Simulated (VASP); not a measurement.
Consider the following.

```
Cu2O
1.0
    3.91557     0.00000     0.00000
    0.00000     3.91557     0.00000
    0.00000     0.00000     3.91557
Cu O
4 2
Direct
  0.75000   0.25000   0.75000
  0.25000   0.75000   0.75000
  0.75000   0.75000   0.25000
  0.25000   0.25000   0.25000
  0.00000   0.00000   0.00000
  0.50000   0.50000   0.50000
```

All values below come from LDA (Ceperley-Alder, Perdew-Zunger), VASP's LDA PAW potentials (set 64) (plane waves; VASP 6.6.1). Run with 620 eV cut-off, 6×6×6 Γ-centred mesh, Gaussian smearing of 0.050 eV, potentials Cu O.

Q: Predict the energy per atom (σ→0), pressure, band gap (on the k-mesh) with the smallest direct gap where there is one.

A: 
- band gap (on the k-mesh): 0.22 eV
- smallest direct gap (on the k-mesh): 0.22 eV
- energy per atom (σ→0): -5.179 eV/atom
- pressure: 450.3 kbar

The absolute energy has meaning only against runs of the same code, potentials and settings.

The compound is Cu2O in the cuprite structure. It was relaxed first under an external pressure of 45 GPa.
